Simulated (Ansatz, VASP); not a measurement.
# Cross-check of Te (Tellurium) between VASP and Ansatz, part 2 of 2

Wanted: the spread between two codes on one cell, functional and k mesh. The cell is taken from a series of runs on this material, whose earlier steps may have relaxed, scaled, displaced or heated it; both programs get it as it stands.

VASP 6.6.1 and Ansatz 0.2.0.

So far: Set-up; VASP: zone-centre phonons, PBEsol.

## (3) Ansatz: zone-centre phonons, PBEsol

Level of this step: Ansatz beside VASP: Kohn-Sham DFT, plane waves, PBEsol (Ansatz).

Ansatz runs on its PAW soft_1 files.

The same cell, functional, mesh and smearing now go to Ansatz, which takes its cutoff from its data sets.

Contents of input.yaml:

```yaml
crystal:
  lattice:
    - [4.4094132975, 0.0, 0.0]
    - [-2.2047066488, 3.8186639315, 0.0]
    - [0.0, 0.0, 5.7206050772]
  atoms:
    - { symbol: Te, position: [0.2856292997, -4.7e-09, 0.3333333367] }
    - { symbol: Te, position: [-4.7e-09, 0.2856292997, 0.6666666633] }
    - { symbol: Te, position: [0.714370705, 0.714370705, 0.0] }
kpoints:
  mp_grid: { grid: [12, 12, 8] }
hamiltonian:
  xc: pbesol
  pseudopotentials: { kind: paw, azcp: { folder: soft_1 }, xc_functional: pbe }
scf:
  occupations: { method: methfessel_paxton, width: 0.2 }
output:
  eigenvalues: true
phonons:
  method: dfpt
```

Started as:

```
> ansatz run input.yaml --threads 4 --pin off --max-ram 10240MiB --backend cpu --events-out ev --progress --plain --runs-dir out
```

Numbers of over 12 decimals in the logs are rounded to 6 here.

Log:

```text
zone centre: on kpoints.mp_grid the ground state, and the responses unless they are solved on pairs of k-points, stand on 320 of the mesh's 1152 k-points, reduced under 2 symmetry operations, with k and −k counted as one. Each operation leaves every solved displacement unchanged or reverses it
Engine: ansatz 0.2.0, x86_64-unknown-linux-gnu
Pseudopotentials: kind: paw
Pseudopotential: Te, paw, valence charge 16, recommended cutoff 420 eV (normal), soft_1/Te.paw.azcp
Functional definition: PBEsol
  exchange = pbesol_x
  correlation = pbesol_c
Crystal: 3 atoms, lattice volume = 96.324 Å³
Basis set: ecut = 420 eV, 1861 PW (Γ), exchange–correlation on 60×60×96 points (8 copies of the dense FFT grid, shifted against one another)
Bands: 29, of which v1, the nominal top of the filled ones, is band 24 counted from 1 (23 counted from 0)
Symmetry: 6 space group operations
k-points: 320 of 1152 (irreducible under 2 space group operations, time reversal used)
Non-local potential: Te, projectors of the file, l = 0: 2, l = 1: 2, l = 2: 2, l = 3: 1
PAW form: soft (Blöchl's): semilocal exchange-correlation on the pseudo side does not see the compensation charge
PAW frozen core: Te, regenerated for the run's functional, and the local potential with it (the file was generated under x = pbe(κ = 0.804, μ = 0.219515), c = pbe(β = 0.066725))
PAW one-centre angular grid: Te, 590 points (default); XC on 64 Gauss nodes
Initial density: superposition of atomic densities (chi_scale 0.1, normalization cell)
Initial wavefunctions: pseudopotential atomic-orbital guess
Functional: x = pbesol(κ = 0.804, μ = 0.123457), c = pbesol(β = 0.046)
SCF iter   1: F=—  HF=-20704.803529 eV  |F-HF|=—  |Δ(HF+E_count)|=         —  Δρ=1.43e-2  dr2=1.43e-1  ethr=3.10e-3  ⟨swp⟩=8.8  Hψ=46018  notcnv=0
preconditioner: auto → Kerker (q_TF=auto, 2.429 Å⁻¹)  [metal: Δε(μ)=0.047 eV  Ē_g=8.718 eV  σ=0.200 eV  W_gap=0.19  n_scr=22 (ndim 8)  ℏωp=16.1 eV  f_vac=0.006  D(μ)=0.26/eV (n_scr^D=0)]
SCF iter   2: F=—  HF=-20704.786959 eV  |F-HF|=—  |Δ(HF+E_count)|=   1.66e-2  S|Δr|=    0.00e0  Δρ=8.89e-3  dr2=5.56e-2  ethr=2.97e-4  ⟨swp⟩=1.0  Hψ=11850  notcnv=0  defer=2
SCF iter   3: F=—  HF=-20704.777813 eV  |F-HF|=—  |Δ(HF+E_count)|=   9.15e-3  S|Δr|=    0.00e0  Δρ=8.38e-4  dr2=6.64e-4  ethr=1.16e-4  ⟨swp⟩=2.0  Hψ=13984  notcnv=0  defer=2
SCF iter   4: F=—  HF=-20704.778057 eV  |F-HF|=—  |Δ(HF+E_count)|=   2.44e-4  S|Δr|=    0.00e0  Δρ=3.25e-4  dr2=1.18e-4  ethr=1.38e-6  ⟨swp⟩=2.0  Hψ=16875  notcnv=0  defer=2
SCF iter   5: F=—  HF=-20704.778073 eV  |F-HF|=—  |Δ(HF+E_count)|=   1.61e-5  S|Δr|=    0.00e0  Δρ=1.49e-4  dr2=3.46e-5  ethr=2.47e-7  ⟨swp⟩=2.1  Hψ=16597  notcnv=0  defer=2
SCF iter   6: F=—  HF=-20704.778092 eV  |F-HF|=—  |Δ(HF+E_count)|=   1.87e-5  S|Δr|=    0.00e0  Δρ=4.58e-5  dr2=3.36e-6  ethr=7.21e-8  ⟨swp⟩=2.0  Hψ=11591  notcnv=0  defer=2
SCF iter   7: F=—  HF=-20704.778094 eV  |F-HF|=—  |Δ(HF+E_count)|=   2.33e-6  S|Δr|=    0.00e0  Δρ=1.11e-5  dr2=1.44e-7  ethr=7.00e-9  ⟨swp⟩=2.8  Hψ=16675  notcnv=0  defer=2
SCF iter   8: F=—  HF=-20704.778094 eV  |F-HF|=—  |Δ(HF+E_count)|=   5.11e-8  S|Δr|=    0.00e0  Δρ=3.26e-6  dr2=7.05e-9  ethr=3.00e-10  ⟨swp⟩=3.0  Hψ=17715  notcnv=0  defer=2
SCF iter   9: F=—  HF=-20704.778094 eV  |F-HF|=—  |Δ(HF+E_count)|=  7.46e-10  S|Δr|=    0.00e0  Δρ=1.05e-6  dr2=1.14e-9  ethr=1.47e-11  ⟨swp⟩=2.0  Hψ=16451  notcnv=0  defer=2
SCF iter  10: F=—  HF=-20704.778094 eV  |F-HF|=—  |Δ(HF+E_count)|=  7.64e-11  S|Δr|=    0.00e0  Δρ=3.70e-7  dr2=1.32e-10  ethr=2.38e-12  ⟨swp⟩=3.0  Hψ=17225  notcnv=0  defer=2
SCF iter  11: F=-20704.778094 eV  HF=-20704.778094 eV  |F-HF|=3.64e-12  |Δ(HF+E_count)|=  3.64e-12  S|Δr|=    0.00e0  Δρ=5.73e-8  dr2=4.52e-12  ethr=1.00e-12  ⟨swp⟩=9.3  Hψ=52373  notcnv=0
SCF 1 converged in 11 iterations: F = -20704.778094 eV  dr2 = 4.52e-12
  greatest PAW one-centre occupation: 0.998 electrons in one spin orbital (limit 2), on the Te atom at site 0 (counted from 0), in its partial waves of l = 2
DFPT response loops at Γ: preconditioner auto → Kerker (q_TF=auto, 2.429 Å⁻¹) (partly filled bands, converged f_vac=0.016); β = 1.00, the filter's whole step (`scf.mixing.beta` (0.50) is not read by the response loops under this deck's `scf.mixing.preconditioner`; to damp them name `kerker` or `kerker_dos`, under which they read `scf.mixing.beta`, and type it under 1.00, their step now; both keys bind the ground state too); Broyden in place of MSR1
SCF converged after 11 iterations
Stability not checked: this state was not tested for a lower state beside it, because cold or Methfessel-Paxton smearing, or corrected tetrahedra, fill the levels in a way that the test cannot read (fill_not_monotonic; see scf.lower_state_search)
Free energy (F): -20704.778094 eV
Harris-Foulkes:  -20704.778094 eV  (|F-HF|=3.64e-12)
Internal energy: -20704.781142 eV  (E = F + TS)
E sigma→0 (E₀):  -20704.778856 eV
Entropy (-TS):   0.003048 eV (1.016 meV/atom)
Fermi energy:    9.620327 eV
Step filling:    the computed levels leave a gap of 0.0000 eV = 0.0 smearing widths at the electron count; against every level under it full and every level over it empty, smearing changes F+E_penalty+E_count by +0.853 meV and its σ→0 estimate by +0.091 meV
--- Per-component energies (eV) ---
  E_band       = -766.815125
  E_kinetic    = 517.186925
  E_local      = -4747.905745  (includes V_loc(G=0)·N_el)
  E_nonlocal   = 200.822273
  E_hartree    = 2373.418737
  E_xc         = -366.160126
  E_vxc        = -307.459989  (∫ρ·V_xc dr)
  E_paw        = -13773.589413  (= ΣΔE_a)
  E_vpaw       = -1176.296289  (= ΣTr[D̂ρ^β])
  E_aug_tail   = 0.000253  (compensation charges beyond the density's cutoff)
  E_ewald      = -4909.678479
  E_core_change = 1.124434  (= ΣΔE_core)
  E_smearing   = 0.003048  (= −TS)
  E_closure    = 0.000000  (closes the sum)
  Σ components = -20704.778094   (vs F -20704.778094, Δ=0.00e0)
--- Band table (eV; the first three rows and the last of 320) ---
  k-point 0: bands = [... 20 lower, 6.7494, 7.5618, 7.5618, 8.1716, 10.5771, 10.5771, 10.9509, 14.4603, ... 1 higher]
  k-point 1: bands = [... 20 lower, 6.8127, 7.6234, 7.6953, 8.1991, 10.3886, 10.4455, 10.7611, 14.0509, ... 1 higher]
  k-point 2: bands = [... 20 lower, 6.7729, 7.8086, 7.9635, 8.2796, 10.0051, 10.1178, 10.3201, 13.6874, ... 1 higher]
  k-point 319: bands = [... 20 lower, 4.7500, 8.1997, 8.6138, 9.1674, 10.2411, 11.2923, 11.3277, 14.3822, ... 1 higher]
--- Phonons (Γ-DFPT): 3 representative perturbations + reference, on 320 of 1152 k-points (Σ response iterations 9) ---
  k mesh reduced under 2 symmetry operations, with k and −k counted as one. Each operation leaves every solved displacement unchanged or reverses it
  ASR residual: 4.460e-5 → 0.000e0 eV/Å²; symmetrization residual: 3.924e-6 eV/Å²
  ASR residual per site (eV/Å²): 4.46e-5 3.80e-5 3.80e-5
  Γ frequencies (cm⁻¹): 0.00 0.00 0.00 80.15 80.15 92.23 92.91 125.19 125.19
  non-analytic LO–TO correction: not included (Born effective charges unavailable; polar crystals: no LO–TO splitting at Γ)
```

## (4) Comparison

Known differences besides the potentials themselves: the data sets hold 48 valence electrons in Ansatz (on its PAW soft_1 files) and 18 in VASP; the cutoff is 420 eV in Ansatz and 500 eV in VASP; Ansatz makes its cores anew for this functional, VASP keeps those of its PBE data sets. Total energies have different zeros and are not compared.

The two programs side by side:

```tsv
quantity	Ansatz	VASP	difference
optical mode 1 to 2 (cm⁻¹)	80.2	80.9	-0.95 %
optical mode 3 (cm⁻¹)	92.2	93.2	-1.00 %
optical mode 4 (cm⁻¹)	92.9	93.9	-1.10 %
optical mode 5 to 6 (cm⁻¹)	125.2	126.6	-1.09 %
```

Modes are paired by rising frequency, not by their patterns, so a pair may set unlike modes beside each other; they are those without the splitting of longitudinal modes.

## (5) Summary of results

```
r.m.s. difference of the optical zone-centre modes, each program's sorted by frequency (zone-centre phonons, PBEsol) : 1.1 cm⁻¹
difference in optical mode 4 (zone-centre phonons, PBEsol)                                                           : -1.1 %
```

What this shows: The r.m.s. difference of the optical zone-centre modes, each program's sorted by frequency is 1.1 cm⁻¹ (zone-centre phonons, PBEsol). The data sets hold unlike numbers of valence electrons (48 in Ansatz and 18 in VASP), so part of the differences comes from the potentials. Among the rows given in per cent, the largest difference of the zone-centre phonons, PBEsol pair is in optical mode 4, -1.1 %. Such differences can come from data sets, numerical settings and the points named under the comparisons, not from the functional's error against experiment.

[Lines on the potential files, build, host, timing and source positions are cut from VASP's logs without a mark.]

[Logs are printed without paths, hosts, clocks, repeated set-up lines and the standing remarks that a program may print on its own settings, such as how far it seeks lower states.]

[Hosts, paths, dates, database ids (printed as entryN), source tags and the programs' standing remarks are cut or masked in the printed files.]
